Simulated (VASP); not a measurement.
Level of theory: PBE GGA, VASP's PBE PAW potentials (set 64) (plane waves; VASP).

Gaps are without spin-orbit coupling.

* **volume per atom**: 29.07 Å³/atom
* **band gap (over mesh and band path)**: 5.23 eV
* **smallest direct gap (over mesh and band path)**: 5.51 eV
* **Hill bulk modulus**: 344 kbar
* **Hill shear modulus**: 13.5 GPa

Task: Which relaxed crystal gives these values?
A) SrCl2, Fm-3m (225)
B) ZnO, P6_3mc (186)
C) MgTe, P6_3mc (186)
D) PbTe, Fm-3m (225)

Result: A, SrCl2, Fm-3m (225)
